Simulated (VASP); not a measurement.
A run of VASP 6.6.1:

INCAR

```
PREC = Accurate ; ENCUT = 600
EDIFF = 1E-7 ; ISMEAR = 0
SIGMA = 0.1 ; LREAL = False
LASPH = True ; NELM = 60
ALGO = Fast ; ISIF = 3
LWAVE = False ; LCHARG = False
IBRION = 2 ; NSW = 90
EDIFFG = -0.005
```

Contents of KPOINTS:

```
Automatic mesh
0
Gamma
  18 18 18
```

The input POSCAR:

```
Pd
1.0
   -1.5431889800      1.5431889800      1.5431889800
    1.5431889800     -1.5431889800      1.5431889800
    1.5431889800      1.5431889800     -1.5431889800
Pd
1
Direct
    0.0000000000      0.0000000000      0.0000000000
```

Potentials or basis: VASP PAW LDA potentials, release 64 (Pd).

Run with:

```sh
$ cat potpaw_LDA.64/Pd/POTCAR > POTCAR
$ mpirun -np 1 vasp_std > vasp.out
```

Hardware: 1 thread of Intel(R) Xeon(R) Platinum 8488C (Sapphire Rapids), with other jobs on the host.

Problem. How long does it take, and how much memory?

Solution. It took 52 s on 1 thread of Intel(R) Xeon(R) Platinum 8488C (Sapphire Rapids), with other jobs on the host, peak memory 0.17 GiB. Counts: scf iterations 38, k points 195, ion steps 4.
